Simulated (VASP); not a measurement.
A cell of Zn (hcp) near equilibrium:

```
Zn
1.0
    1.31941    -2.28528     0.00000
    1.31941     2.28528     0.00000
    0.00000     0.00000     4.63744
Zn
2
Direct
  0.33333   0.66667   0.25000
  0.66667   0.33333   0.75000
```

Computed with PBEsol GGA, VASP's PBE PAW potentials (set 64) (plane waves; VASP).

| run | ΔE (meV/atom) | σxx | σyy | σzz | largest shear component, with its sign (GPa) | largest force (eV/Å) |
|---|---|---|---|---|---|---|
| as it is | 0.0 | 0.80 | 0.80 | 0.19 | 0.00 | 0.000 |
| after one change | 7.2 | 0.56 | 1.52 | 0.70 | 0.00 | 0.129 |
Stress is in GPa, positive when the cell is compressed.

Q: What was changed between the two runs?
(A) uniaxial strain of +1.0 % along z
(B) biaxial strain of -1.0 % in the xy plane
(C) atom 1 (Zn) moved by 0.200 Å along y
(D) atom 2 (Zn) moved by -0.100 Å along x

A: C, atom 1 (Zn) moved by 0.200 Å along y

The compound is Zn in the hcp structure.
